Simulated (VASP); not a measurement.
```
CELL_PARAMETERS angstrom
      1.48410    -2.57054     0.00000
      1.48410     2.57054     0.00000
      0.00000     0.00000     2.89680
ATOMIC_POSITIONS crystal
  W  0.00000 0.00000 0.00000
  C  0.33333 0.66667 0.50000
```

Level of theory: PBE GGA, VASP's PBE PAW potentials (set 64) (plane waves; VASP). Run with 520 eV cut-off, 11×11×10 Γ-centred mesh, first-order Methfessel-Paxton smearing of 0.10 eV, potentials W_sv C.

Problem. Give the stress tensor in GPa (positive for a compressed cell).

Solution. 
```
-14.99    0.00    0.00
  0.00  -14.99    0.00
  0.00    0.00  -18.47
```
The pressure is its mean diagonal, -16.15 GPa.

The compound is WC in the wc structure. The cell was not relaxed at this level.
